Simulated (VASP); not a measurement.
Energy against volume of Li₂S (antifluorite). Method: PBEsol GGA, VASP's PBE PAW potentials (set 64) (plane waves; VASP). Settings: 520 eV cut-off, 7×7×7 Γ-centred mesh, Gaussian smearing of 0.050 eV, potentials Li_sv S.

```tsv
V (Å³/atom)	E (eV/atom)
14.614	-4.12281
15.066	-4.12515
15.518	-4.12386
15.970	-4.11945
```

Question: Fit these four points and predict the energy of the run at 14.162 Å³/atom.

Answer: A cubic in V^(−2/3), the third-order Birch-Murnaghan form, passes through the four points with V0 = 15.12 Å³/atom and B0 = 42 GPa, and gives -4.1162 eV/atom there. The run gave -4.1162 eV/atom, +0.0 meV/atom from the fit; all five points give B0 = 42 GPa.

The compound is Li2S in the antifluorite structure. It was relaxed first.
